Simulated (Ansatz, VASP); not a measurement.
# K3Eu: energy against volume and a worked fit

The structure is cubic, space group Fm-3m (No. 225). Conventional cell: a = 10.184 Å, b = 10.184 Å, c = 10.184 Å, α = 90.00°, β = 90.00°, γ = 90.00°. Around Eu (site symmetry m-3m) lie 8 K at 4.41 Å. K (site symmetry m-3m) has 8 K at 4.41 Å as nearest neighbours. K (site symmetry -43m) has 4 Eu at 4.41 Å and 4 K at 4.41 Å as nearest neighbours.

The cell comes from a database or a generator and needn't be the stable form of this composition.

The cell was scaled at fixed shape and fractions and run with Ansatz, Ansatz PAW, cutoff 420 eV; PBE, k mesh 5 × 5 × 5 on the cell of 4 atoms, fermi-dirac occupations of 0.05 eV, collinear spin, ferromagnetic start, no spin-orbit coupling. Energies are those that the program minimises, any entropy of the smearing included. For a metal such a mesh isn't converged to the digits shown. The magnetic state is the one that the start led to, which needn't be the lowest. Plain semilocal runs treat an open f shell poorly.

```csv
V (Å³/atom),energy over the lowest row (meV/atom)
62.0518,6.217
63.3720,3.209
64.6923,1.224
66.0125,0.193
67.3328,0.000
68.6530,?
69.9733,1.887
```

Fit the third-order Birch-Murnaghan form, give V0, B0 and B′, and predict the energy left open.

With y = (V0/V)^(2/3), E = E0 + (9 V0 B0/16) [(y - 1)³ B′ + (y - 1)² (6 - 4y)]. Least squares through the rows shown give V0 = 66.9740 Å³/atom, E0 = -0.027 meV, B0 = 4.898 GPa (1 eV/Å³ = 160.218 GPa) and B′ = 3.79, with a largest miss of 0.005 meV. At V = 68.6530 the form with these constants gives 0.591 meV; the run gave 0.597 meV an atom. Other set-ups at this level, from all their volumes (Å³/atom, GPa): VASP, PBE PAW files Eu, K_sv, 520 eV: V0 66.893, B0 4.895.
